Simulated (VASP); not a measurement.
A VASP calculation is set up with these files.

### INCAR
```
SYSTEM = Li2Se
PREC = Accurate
ENCUT = 400
EDIFF = 1E-6
NELM = 100
ALGO = Normal
LREAL = .FALSE.
LASPH = .TRUE.
ISMEAR = -1
SIGMA = 0.02
GGA = PE
LMAXMIX = 4
LWAVE = .FALSE.
LCHARG = .FALSE.
ISIF = 2
```

File KPOINTS:
```
Regular mesh
0
G
 5 5 5
0 0 0
```

File POSCAR:
```
Li2Se
1
    0.0000000000     3.0000000000     3.0000000000
    3.0000000000     0.0000000000     3.0000000000
    3.0000000000     3.0000000000     0.0000000000
Li Se
2 1
Direct
  0.2548940000   0.2524600000   0.2409880000
  0.7478490000   0.7396880000   0.7581650000
 -0.0027430000   0.0078520000   0.0008470000
```

POTCAR, in this order: Li_sv Se (PBE.64 set). Program: vasp_std.

Problem. Write an equivalent input for Ansatz.

Solution. One equivalent input (not run):
Ansatz 0.2 input:
```yaml
crystal:
  lattice:
    - [0.0000000, 3.0000000, 3.0000000]
    - [3.0000000, 0.0000000, 3.0000000]
    - [3.0000000, 3.0000000, 0.0000000]
  atoms:
    - { symbol: Li, position: [0.2548940, 0.2524600, 0.2409880] }
    - { symbol: Li, position: [0.7478490, 0.7396880, 0.7581650] }
    - { symbol: Se, position: [-0.0027430, 0.0078520, 0.0008470] }
kpoints:
  mp_grid: { grid: [5, 5, 5] }
hamiltonian:
  xc: pbe
  pseudopotentials: { kind: paw }
scf:
  occupations: { method: fermi_dirac, width: 0.02 }
  max_iter: 100
output: { forces: true, stress: true, eigenvalues: true }
```
The two are equivalent in intent, not identical: each code has its own PAW files, so the cut-off isn't converted (ENCUT is set for VASP's; basis.ecutwfc is left out, and Ansatz then takes the one that its files recommend); Ansatz stops its SCF on the density residual and VASP on the energy change (EDIFF).

The structure is a typed Li2Se crystal. The cell was not relaxed at this level, atoms are displaced from their ideal sites.
